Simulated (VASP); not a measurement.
Here is the system:

```
TiO2
1.0
    2.67834    -2.67724    -0.00695
    2.67834     2.67724    -0.00695
   -2.61894     0.00000     4.79791
Ti O
2 4
Cartesian
  2.02361   1.99139   1.19253
  0.71414  -1.99139   3.59148
 -0.62356  -0.65431   3.18780
  3.36131   0.65431   1.59620
  2.05184  -0.65431   3.99516
  0.68591   0.65431   0.78885
```

These are r2SCAN meta-GGA, VASP's PBE PAW potentials (set 64) (plane waves; VASP) values and carry that method's errors. Run with 520 eV cut-off, 7×7×5 Γ-centred mesh, tetrahedra with Blöchl corrections, potentials Ti_sv O.

The cores are frozen, which limits the accuracy of field gradients.

Question: Give the principal components of the electric field gradient (V/Å²) and the asymmetry η at each nucleus.

Answer: 
```json
[
 {"atom": "Ti1", "Vxx": "-6.0", "Vyy": "-5.2", "Vzz": "11.2", "η": "0.07"},
 {"atom": "Ti2", "Vxx": "-6.0", "Vyy": "-5.2", "Vzz": "11.2", "η": "0.07"},
 {"atom": "O3", "Vxx": "-14.0", "Vyy": "-3.7", "Vzz": "17.8", "η": "0.58"},
 {"atom": "O4", "Vxx": "-14.0", "Vyy": "-3.7", "Vzz": "17.8", "η": "0.58"},
 {"atom": "O5", "Vxx": "-14.0", "Vyy": "-3.7", "Vzz": "17.8", "η": "0.58"},
 {"atom": "O6", "Vxx": "-14.0", "Vyy": "-3.7", "Vzz": "17.8", "η": "0.58"}
]
```

The structure comes from a computed database's TiO2 entry (C2/c); how it stands against other phases isn't given here. It was relaxed first.
